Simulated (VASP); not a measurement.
Energy against volume of CsSnI$_{3}$ (cubic perovskite). Calculation: optB86b-vdW, VASP's PBE PAW potentials (set 64) (plane waves; VASP). Run with 520 eV cut-off, 4×4×4 Γ-centred mesh, Gaussian smearing of 0.050 eV, potentials Cs_sv Sn_d I.

```json
[
 {"V (Å³/atom)": "46.052", "E (eV/atom)": "-0.45927"},
 {"V (Å³/atom)": "47.476", "E (eV/atom)": "-0.46205"},
 {"V (Å³/atom)": "48.900", "E (eV/atom)": "-0.45994"},
 {"V (Å³/atom)": "50.325", "E (eV/atom)": "-0.45368"}
]
```

### Question
Fit these four points and predict the energy of the run at 44.628 Å³/atom.

### Answer
A cubic in V^(−2/3), the third-order Birch-Murnaghan form, passes through the four points with V0 = 47.53 Å³/atom and B0 = 18 GPa, and gives -0.4507 eV/atom there. The run gave -0.4507 eV/atom, +0.0 meV/atom from the fit; all five points give B0 = 18 GPa.

The compound is CsSnI3 in the cubic perovskite structure, the ideal cubic form; the compound distorts at low or room temperature. It was relaxed first.
